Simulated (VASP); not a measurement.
Here is the system:

```
CELL_PARAMETERS angstrom
      1.60624    -2.78209     0.00000
      1.60624     2.78209     0.00000
      0.00000     0.00000     3.57730
ATOMIC_POSITIONS crystal
  Zr 0.00000 0.00000 0.00000
  B  0.33333 0.66667 0.50000
  B  0.66667 0.33333 0.50000
```

The numbers are results of PBEsol GGA, VASP's PBE PAW potentials (set 64) (plane waves; VASP), not measurements. Settings: 400 eV cut-off, 14×14×11 Γ-centred mesh, Gaussian smearing of 0.27 eV, potentials Zr_sv B.

Task: Give the energies of bands 6 to 12 at the high-symmetry points, in eV from the Fermi level.

Result: 
| band | Γ | M | K | A | L | H |
|---|---|---|---|---|---|---|
| 6 | -2.55 | -8.43 | -7.69 | -6.87 | -6.91 | -8.56 |
| 7 | -2.55 | -3.76 | -6.76 | -0.93 | -4.48 | -4.87 |
| 8 | -2.53 | -3.00 | -2.37 | -0.93 | -4.02 | -2.66 |
| 9 | -2.33 | -2.61 | -2.37 | 0.28 | -2.07 | -2.66 |
| 10 | 3.21 | 2.18 | 1.50 | 0.28 | 3.54 | 3.87 |
| 11 | 3.21 | 2.18 | 1.50 | 0.73 | 3.88 | 5.71 |
| 12 | 4.01 | 4.69 | 3.00 | 0.73 | 5.04 | 5.71 |

It has no gap at this level: it comes out as a metal or semimetal.

The structure is a typed ZrB2 crystal. The cell was not relaxed at this level.
